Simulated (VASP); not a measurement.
# RPA total energies of GaP, part 2 of 6

Wanted: where the RPA puts the energy minimum of GaP. The scan starts from a database cell, scaled to the smallest volume of the series. The cell is of the zinc-blende type, one of the forms listed for this formula. The start is a cell from a database of measured crystal structures.

VASP 6.6.1, plane waves and PAW; the level of theory is named at each step.

So far, gap on the k-mesh (eV): step 2 (orbitals, volume ratio 0.94) 1.51.

## Step 5: RPA correlation, volume ratio 0.94

This step: RPA correlation on PBE orbitals; plane waves and PAW (Ga_d_GW, P_GW) (VASP 6.6.1).

The RPA correlation energy follows from the response function on imaginary frequencies; VASP computes it for a row of response cutoffs and extrapolates.

Input file INCAR:

```
SYSTEM = GaP
PREC = Accurate
ENCUT = 550
ISMEAR = 0
SIGMA = 0.05
LREAL = .FALSE.
GGA = PE
NBANDS = 1136
ALGO = ACFDT
ENCUTGW = 200
NOMEGA = 12
PRECFOCK = Fast
LWAVE = .FALSE.
LCHARG = .FALSE.
```

Input file POSCAR:

```
GaP
1.0
    0.0000000000      2.6696170428      2.6696170428
    2.6696170428      0.0000000000      2.6696170428
    2.6696170428      2.6696170428      0.0000000000
Ga P
1 1
Direct
    0.0000000000      0.0000000000      0.0000000000
    0.7500000000      0.7500000000      0.7500000000
```

Input file KPOINTS:

```
Automatic mesh
0
Gamma
6 6 6
0 0 0
```

Potentials, in the order of the species: Ga_d_GW and P_GW (PBE family, release 64).

Started as:

```bash
> mpirun -np 8 vasp_std
```

Log:

```text
[banner, memory and clock lines left out]
running    8 mpi-ranks, on    1 nodes
 distrk:  each k-point on    8 cores,    1 groups
 distr:  one band on    1 cores,    8 groups

 POSCAR found type information on POSCAR GaP
 POSCAR found :  2 types and       2 ions
 [... a notice as in an earlier step ...]

 LDA part: xc-table for (Slater+PW92), standard interpolation
 found WAVECAR, reading the header
 POSCAR, INCAR and KPOINTS ok, starting setup
 FFT: planning ... GRIDC
 FFT: planning ... GRID_SOFT
 FFT: planning ... GRID
 reading WAVECAR
 the WAVECAR file was read successfully
 initial charge from wavefunction
 available memory per node:     47.09 GB, setting MAXMEM to     48223

 The Fermi energy was updated, please check that it is located mid-gap
 values below the HOMO (VB) or above the LUMO (CB) will cause erroneous energies
 E-fermi :   5.7549

 the WAVEDER file was read successfully
 set NWRITE>2 for more details about minimax calculation
 number of imaginary grid points requested:      12
 number of distinct grids requested:  1
 quadrature errors minimized for energies in [ 0.151E+01, 0.555E+03 ]
 bosonic grid (T=0, re) determined with error: 0.9326E-07
 bosonic grid (re): 0.9326E-07
       0.3676       1.2011       2.3657       4.2163       7.3654
      12.9375      23.0820      42.0483      78.5797     151.8813
     311.6548     773.1247
energies w=
    0.000    0.368    0.000    1.201    0.000    2.366    0.000    4.216
    0.000    7.365    0.000   12.938    0.000   23.082    0.000   42.048
    0.000   78.580    0.000  151.881    0.000  311.655    0.000  773.125
 responsefunction array rank=     264
 LDA part: xc-table for (Slater+PW92), standard interpolation

 min. memory requirement per mpi rank    727.4 MB, per node   5819.4 MB

 allocating   2 responsefunctions rank=   264
 shmem allocating  12 responsefunctions rank=   264
 response function shared by NCSHMEM nodes    1
 Doing            2  frequencies on each core in blocks of           12
NQ=   1    0.0000    0.0000    0.0000,
|.........|.........|.........|.........
 performed      26128000 updates of chi_q(r,r)
 total number of BLAS operations      14021.95 Gflops
NQ=   2    0.1667    0.0000    0.0000,
|.........|.........|.........|.........
 performed      52256000 updates of chi_q(r,r)
 total number of BLAS operations      27086.33 Gflops
NQ=   3    0.3333    0.0000    0.0000,
|.........|.........|.........|.........
 performed      78384000 updates of chi_q(r,r)
 total number of BLAS operations      40785.33 Gflops
NQ=   4    0.5000    0.0000    0.0000,
|.........|.........|.........|.........
 performed     104512000 updates of chi_q(r,r)
 total number of BLAS operations      53026.97 Gflops
NQ=   5    0.1667    0.1667    0.0000,
|.........|.........|.........|.........
 performed     130640000 updates of chi_q(r,r)
 total number of BLAS operations      65676.63 Gflops
NQ=   6    0.3333    0.1667    0.0000,
|.........|.........|.........|.........
 performed     156768000 updates of chi_q(r,r)
 total number of BLAS operations      78019.65 Gflops
NQ=   7    0.5000    0.1667    0.0000,
|.........|.........|.........|.........
 performed     182896000 updates of chi_q(r,r)
 total number of BLAS operations      90160.33 Gflops
NQ=   8   -0.3333    0.1667    0.0000,
|.........|.........|.........|.........
 performed     209024000 updates of chi_q(r,r)
 total number of BLAS operations     103224.71 Gflops
NQ=   9   -0.1667    0.1667    0.0000,
|.........|.........|.........|.........
 performed     235152000 updates of chi_q(r,r)
 total number of BLAS operations     116816.90 Gflops
NQ=  10    0.3333    0.3333    0.0000,
|.........|.........|.........|.........
 performed     261280000 updates of chi_q(r,r)
 total number of BLAS operations     129466.56 Gflops
NQ=  11    0.5000    0.3333    0.0000,
|.........|.........|.........|.........
 performed     287408000 updates of chi_q(r,r)
 total number of BLAS operations     141207.57 Gflops
NQ=  12   -0.3333    0.3333    0.0000,
|.........|.........|.........|.........
 performed     313536000 updates of chi_q(r,r)
 total number of BLAS operations     152849.72 Gflops
NQ=  13    0.5000    0.5000    0.0000,
|.........|.........|.........|.........
 performed     339664000 updates of chi_q(r,r)
 total number of BLAS operations     163907.41 Gflops
NQ=  14    0.5000    0.3333    0.1667,
|.........|.........|.........|.........
 performed     365792000 updates of chi_q(r,r)
 total number of BLAS operations     176867.48 Gflops
NQ=  15   -0.3333    0.3333    0.1667,
|.........|.........|.........|.........
 performed     391920000 updates of chi_q(r,r)
 total number of BLAS operations     189312.30 Gflops
NQ=  16   -0.3333    0.5000    0.1667,
|.........|.........|.........|.........
 performed     418048000 updates of chi_q(r,r)
 total number of BLAS operations     201757.12 Gflops
 entering main loop
```

Run time: 23 min. Hardware: 8 MPI ranks of Intel Xeon 6975P-C (Granite Rapids), shared host; peak memory 6.8 GiB.

Parts of OUTCAR (step 5):

```text
   k-points           NKPTS =     16   k-points in BZ     NKDIM =    216   number of bands    NBANDS=   1136

   NELECT =      18.0000    total number of electrons

 E-fermi :   5.7549

 Hartree contr. to MP2           -0.354767      0.000000

 Hartree contr. to MP2           -2.993335      0.000000

 Hartree contr. to MP2           -2.880586      0.000000

 Hartree contr. to MP2           -1.427360      0.000000

      cutoff energy     smooth cutoff   RPA   correlation   Hartree contr. to MP2

      cutoff energy     smooth cutoff   RPA   correlation   Hartree contr. to MP2
---------------------------------------------------------------------------------
            200.000           160.000      -17.3964965222      -27.8823128342
            190.476           152.381      -17.2346197460      -27.6228341605
            181.406           145.125      -17.0617330505      -27.3463719165
            172.768           138.214      -16.8782197995      -27.0540948883
            164.541           131.632      -16.6851405450      -26.7483066783
            156.705           125.364      -16.4828331666      -26.4302260684
            149.243           119.394      -16.2724171137      -26.1020819775
            142.136           113.709      -16.0546494354      -25.7657078030
  linear regression

  converged value                          -19.3931570382      -31.0274265356

[... 7 parts as in an earlier step ...]

[... 2 further parts left out ...]
```

Numbers from this step:

| Property | Result |
| --- | --- |
| RPA correlation energy | -19.39 eV |

Extrapolated by the program to an infinite response cutoff, the correlation energy is -9.6966 eV an atom. With exact exchange the total is -17.7113 eV an atom.

## Step 6: Comparison: r2SCAN, volume ratio 0.94

This step: r2SCAN; plane waves and PAW (Ga_d_GW, P_GW) (VASP 6.6.1).

For comparison the same cell is computed with r2SCAN.

Input file INCAR:

```
SYSTEM = GaP
PREC = Accurate
ENCUT = 550
EDIFF = 1E-06
NELM = 100
ISMEAR = 0
SIGMA = 0.05
LREAL = .FALSE.
ALGO = Normal
METAGGA = R2SCAN
LASPH = .TRUE.
NBANDS = 15
LWAVE = .FALSE.
LCHARG = .FALSE.
KPAR = 8
```

POSCAR is that of step 5.

KPOINTS is that of step 5.

Started as:

```bash
> mpirun -np 8 vasp_std
```

Log:

```text
[banner, memory and clock lines left out]
running    8 mpi-ranks, on    1 nodes
 distrk:  each k-point on    1 cores,    8 groups
 distr:  one band on    1 cores,    1 groups

 POSCAR found type information on POSCAR GaP
 POSCAR found :  2 types and       2 ions
 [... a notice as in an earlier step ...]

|                                                                             |
|               ----> ADVICE to this user running VASP <----                  |
|                                                                             |
|     You enforced a specific xc type in the INCAR file but a different       |
|     [... a line on the potential file left out ...]
|     I HOPE YOU KNOW WHAT YOU ARE DOING!                                     |
|                                                                             |

 LDA part: xc-table for (None), standard interpolation
 POSCAR, INCAR and KPOINTS ok, starting setup
 FFT: planning ... GRIDC
 FFT: planning ... GRID_SOFT
 FFT: planning ... GRID
 WAVECAR not read
 entering main loop
       N       E                     dE             d eps       ncg     rms          rms(c)
DAV:   1     0.125496522928E+03    0.12550E+03   -0.10586E+04   488   0.165E+03
DAV:   2    -0.107548924428E+02   -0.13625E+03   -0.13225E+03   529   0.392E+02
DAV:   3    -0.234968478233E+02   -0.12742E+02   -0.12638E+02   655   0.147E+02
DAV:   4    -0.239948352681E+02   -0.49799E+00   -0.49784E+00   663   0.324E+01
DAV:   5    -0.240182309440E+02   -0.23396E-01   -0.23395E-01   775   0.519E+00    0.502E+00
DAV:   6    -0.214421431031E+02    0.25761E+01   -0.92799E-01   658   0.274E+01    0.289E+00
DAV:   7    -0.214120392145E+02    0.30104E-01   -0.30793E-01   648   0.125E+01    0.117E+00
DAV:   8    -0.214128243039E+02   -0.78509E-03   -0.20041E-02   797   0.275E+00    0.422E-01
DAV:   9    -0.214122826189E+02    0.54168E-03   -0.13804E-02   655   0.306E+00    0.827E-02
DAV:  10    -0.214119595254E+02    0.32309E-03   -0.21781E-03   690   0.136E+00    0.184E-02
DAV:  11    -0.214119907470E+02   -0.31222E-04   -0.12215E-04   756   0.217E-01    0.118E-02
DAV:  12    -0.214119780770E+02    0.12670E-04   -0.41247E-05   676   0.189E-01    0.158E-03
DAV:  13    -0.214119778958E+02    0.18123E-06   -0.74651E-07   345   0.119E-02
   1 F= -.21411978E+02 E0= -.21411978E+02  d E =-.122977E-10
```

Elapsed: 8.2 s, on 8 MPI ranks; peak memory 1.3 GiB.

Parts of OUTCAR (step 6):

```text
   NELECT =      18.0000    total number of electrons

 E-fermi :   5.0215

 k-point     1 :       0.0000    0.0000    0.0000
  band No.  band energies     occupation
    ...
      5     -10.1426      2.00000
      6      -8.7123      2.00000
      7       4.8137      2.00000
      8       4.8137      2.00000
      9       4.8137      2.00000
     10       7.7055      0.00000
     11       8.9618      0.00000
     12       8.9619      0.00000
     13       8.9619      0.00000
     14      14.5963      0.00000
    ...

  Total        1.5189655      1.5189655      1.5189655      0.0000000      0.0000000      0.0000000
  in kB       63.9560446     63.9560446     63.9560446      0.0000000      0.0000000      0.0000000
  external PRESSURE =      63.9560446 kB  Pullay stress =       0.0000000 kB

 POSITION                                       TOTAL-FORCE (eV/Angst)
 -----------------------------------------------------------------------------------
      0.00000      0.00000      0.00000        -0.000000     -0.000000     -0.000000
      4.00443      4.00443      4.00443         0.000000      0.000000      0.000000
 -----------------------------------------------------------------------------------
    total drift:                               -0.000085     -0.000085     -0.000086

  FREE ENERGIE OF THE ION-ELECTRON SYSTEM (eV)
  ---------------------------------------------------
  free  energy   TOTEN  =       -21.4119778958 eV

  energy  without entropy=      -21.4119778958  energy(sigma->0) =      -21.41197790

[... 8 parts as in an earlier step ...]

[... 8 further parts left out ...]
```

The PAW data sets were made with PBE, which is usual practice but a small mismatch for other functionals.

Numbers from this step:

```
free energy (TOTEN)            : -21.41 eV
Fermi energy                   : 5.021 eV
pressure                       : 6.396 GPa
gap on the k-mesh              : 1.775 eV
least direct gap on the k-mesh : 2.892 eV
```

Its energy is -10.7060 eV an atom, on a zero of its own.

## Step 7: Orbitals for comparison: HSE06, volume ratio 0.94

This step: PBE; plane waves and PAW (Ga_d_GW, P_GW) (VASP 6.6.1).

A hybrid converges faster from good orbitals, so a cheap PBE run writes WAVECAR first.

Input file INCAR:

```
SYSTEM = GaP
PREC = Accurate
ENCUT = 550
EDIFF = 1E-05
NELM = 100
ISMEAR = 0
SIGMA = 0.05
LREAL = .FALSE.
ALGO = Normal
GGA = PE
NBANDS = 15
LORBIT = 11
LWAVE = .TRUE.
LCHARG = .FALSE.
KPAR = 8
```

POSCAR is that of step 6.

KPOINTS is that of step 6.

Started as:

```bash
> mpirun -np 8 vasp_std
```

Log:

```text
[banner, memory and clock lines left out]
running    8 mpi-ranks, on    1 nodes
 distrk:  each k-point on    1 cores,    8 groups
 distr:  one band on    1 cores,    1 groups

 POSCAR found type information on POSCAR GaP
 POSCAR found :  2 types and       2 ions
 [... a notice as in an earlier step ...]

 LDA part: xc-table for (Slater+PW92), standard interpolation
 POSCAR, INCAR and KPOINTS ok, starting setup
 FFT: planning ... GRIDC
 FFT: planning ... GRID_SOFT
 FFT: planning ... GRID
 WAVECAR not read
 entering main loop
       N       E                     dE             d eps       ncg     rms          rms(c)
[... 10 cycles as in an earlier step ...]
DAV:  11    -0.899756127826E+01   -0.12930E-04   -0.20664E-05   671   0.510E-02    0.285E-03
DAV:  12    -0.899756190003E+01   -0.62177E-06   -0.10482E-06   359   0.109E-02
   1 F= -.89975619E+01 E0= -.89975619E+01  d E =-.852576E-11
 writing wavefunctions
```

Run time: 2.6 s. Hardware: 8 MPI ranks; peak memory 1.4 GiB; 15 s of CPU time.

From OUTCAR (step 7):

```text
   NELECT =      18.0000    total number of electrons

 E-fermi :   5.2100

 k-point     1 :       0.0000    0.0000    0.0000
  band No.  band energies     occupation
    ...
      5      -9.5496      2.00000
      6      -7.9784      2.00000
      7       5.0000      2.00000
      8       5.0000      2.00000
      9       5.0000      2.00000
     10       7.3400      0.00000
     11       8.8554      0.00000
     12       8.8554      0.00000
     13       8.8554      0.00000
     14      14.0906      0.00000
    ...

  Total        1.9728175      1.9728175      1.9728175     -0.0000000      0.0000000     -0.0000000
  in kB       83.0654837     83.0654837     83.0654837     -0.0000000      0.0000000     -0.0000000
  external PRESSURE =      83.0654837 kB  Pullay stress =       0.0000000 kB

 POSITION                                       TOTAL-FORCE (eV/Angst)
 -----------------------------------------------------------------------------------
      0.00000      0.00000      0.00000         0.000000      0.000000     -0.000000
      4.00443      4.00443      4.00443        -0.000000     -0.000000      0.000000
 -----------------------------------------------------------------------------------
    total drift:                                0.000002      0.000002      0.000002

  FREE ENERGIE OF THE ION-ELECTRON SYSTEM (eV)
  ---------------------------------------------------
  free  energy   TOTEN  =        -8.9975619000 eV

  energy  without entropy=       -8.9975619000  energy(sigma->0) =       -8.99756190

[... 8 parts as in an earlier step ...]

[... 9 further parts left out ...]
```

This step gave:

```yaml
free_energy_toten: -8.998 eV
fermi_energy: 5.21 eV
pressure: 8.307 GPa
gap_on_the_k_mesh: 1.510 eV
least_direct_gap_on_the_k_mesh: 2.34 eV
```

The run ends at a pressure of 8.31 GPa.

## Step 8: Comparison: HSE06, volume ratio 0.94

This step: HSE06; plane waves and PAW (Ga_d_GW, P_GW) (VASP 6.6.1).

For comparison the same cell is computed with HSE06.

Input file INCAR:

```
SYSTEM = GaP
PREC = Accurate
ENCUT = 550
EDIFF = 1E-06
NELM = 100
ISMEAR = 0
SIGMA = 0.05
LREAL = .FALSE.
ALGO = Normal
LHFCALC = .TRUE.
AEXX = 0.25
GGA = PE
HFSCREEN = 0.2
LASPH = .TRUE.
NBANDS = 15
PRECFOCK = Fast
LWAVE = .FALSE.
LCHARG = .FALSE.
KPAR = 8
```

POSCAR is that of step 7.

KPOINTS is that of step 7.

The WAVECAR or CHGCAR of an earlier step is read.

Started as:

```bash
> mpirun -np 8 vasp_std
```

Log:

```text
[banner, memory and clock lines left out]
running    8 mpi-ranks, on    1 nodes
 distrk:  each k-point on    1 cores,    8 groups
 distr:  one band on    1 cores,    1 groups

 POSCAR found type information on POSCAR GaP
 POSCAR found :  2 types and       2 ions
 [... a notice as in an earlier step ...]

 LDA part: xc-table for (Slater+PW92), standard interpolation
 found WAVECAR, reading the header
 POSCAR, INCAR and KPOINTS ok, starting setup
 FFT: planning ... GRIDC
 FFT: planning ... GRID_SOFT
 FFT: planning ... GRID
 reading WAVECAR
 the WAVECAR file was read successfully
 initial charge from wavefunction
 entering main loop
       N       E                     dE             d eps       ncg     rms          rms(c)
DAV:   1    -0.107380643124E+02   -0.10738E+02   -0.52888E-01   769   0.212E+01    0.602E-01
DAV:   2    -0.107268329494E+02    0.11231E-01   -0.80692E-02   760   0.721E+00    0.298E-01
DAV:   3    -0.107265012176E+02    0.33173E-03   -0.61228E-03   690   0.193E+00    0.144E-01
DAV:   4    -0.107263591897E+02    0.14203E-03   -0.35919E-04   686   0.241E-01    0.735E-02
DAV:   5    -0.107263107546E+02    0.48435E-04   -0.85499E-05   797   0.106E-01    0.422E-02
DAV:   6    -0.107262974204E+02    0.13334E-04   -0.12282E-05   787   0.337E-02    0.253E-02
DAV:   7    -0.107262914701E+02    0.59503E-05   -0.16067E-06   523   0.160E-02    0.153E-02
DAV:   8    -0.107262889317E+02    0.25384E-05   -0.75332E-07   325   0.859E-03    0.920E-03
DAV:   9    -0.107262881148E+02    0.81687E-06   -0.44377E-07   317   0.645E-03
   1 F= -.10726288E+02 E0= -.10726288E+02  d E =-.551025E-11
```

The job ended after 94 s (8 MPI ranks; peak memory 2.2 GiB; 12 min of CPU time).

From OUTCAR (step 8):

```text
   k-points           NKPTS =     16   k-points in BZ     NKDIM =    216   number of bands    NBANDS=     15

   NELECT =      18.0000    total number of electrons

 E-fermi :   4.7555

 k-point     1 :       0.0000    0.0000    0.0000
  band No.  band energies     occupation
    ...
      5     -12.4852      2.00000
      6      -9.7578      2.00000
      7       4.5429      2.00000
      8       4.5429      2.00000
      9       4.5429      2.00000
     10       7.9105      0.00000
     11       9.3233      0.00000
     12       9.3233      0.00000
     13       9.3233      0.00000
     14      14.7537      0.00000
    ...

 POSITION                                       TOTAL-FORCE (eV/Angst)
 -----------------------------------------------------------------------------------
      0.00000      0.00000      0.00000        -0.000000     -0.000000     -0.000000
      4.00443      4.00443      4.00443         0.000000      0.000000      0.000000
 -----------------------------------------------------------------------------------
    total drift:                                0.000027      0.000025      0.000016

  FREE ENERGIE OF THE ION-ELECTRON SYSTEM (eV)
  ---------------------------------------------------
  free  energy   TOTEN  =       -10.7262881148 eV

  energy  without entropy=      -10.7262881148  energy(sigma->0) =      -10.72628811

[... 8 parts as in an earlier step ...]

[... 8 further parts left out ...]
```

Numbers from this step:

```
free energy (TOTEN)            : -10.73 eV
Fermi energy                   : 4.755 eV
gap on the k-mesh              : 2.175 eV
least direct gap on the k-mesh : 3.368 eV
```

Its energy is -5.3631 eV an atom, on a zero of its own.

[end of part 2 of 6]

[Lines on the potential files, build, host, timing and source positions are cut from VASP's logs without a mark.]

[Logs are printed without paths, hosts, clocks, repeated set-up lines and the standing remarks that a program may print on its own settings, such as how far it seeks lower states.]

[Hosts, paths, dates, database ids (printed as entryN), source tags and the programs' standing remarks are cut or masked in the printed files.]

[Pressures printed for these runs are not shown converged in the cutoff: they can be off by several GPa and have the wrong sign.]
